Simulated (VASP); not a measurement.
Energy against volume of CdS (zinc blende). All values below come from PBE GGA with D3 dispersion (Becke-Johnson damping), VASP's PBE PAW potentials (set 64) (plane waves; VASP). Numerical set-up: 520 eV cut-off, 8×8×8 Γ-centred mesh, Gaussian smearing of 0.050 eV, potentials Cd S.

```tsv
V (Å³/atom)	E (eV/atom)
24.449	-3.36400
25.205	-3.36854
25.961	-3.36471
26.718	-3.35382
```

Question: Fit these four points and predict the energy of the run at 23.693 Å³/atom.

Answer: A cubic in V^(−2/3), the third-order Birch-Murnaghan form, passes through the four points with V0 = 25.22 Å³/atom and B0 = 59 GPa, and gives -3.3495 eV/atom there. The run gave -3.3496 eV/atom, -0.1 meV/atom from the fit; all five points give B0 = 59 GPa.

The compound is CdS in the zinc blende structure, a metastable form; wurtzite is the usual one. It was relaxed first.
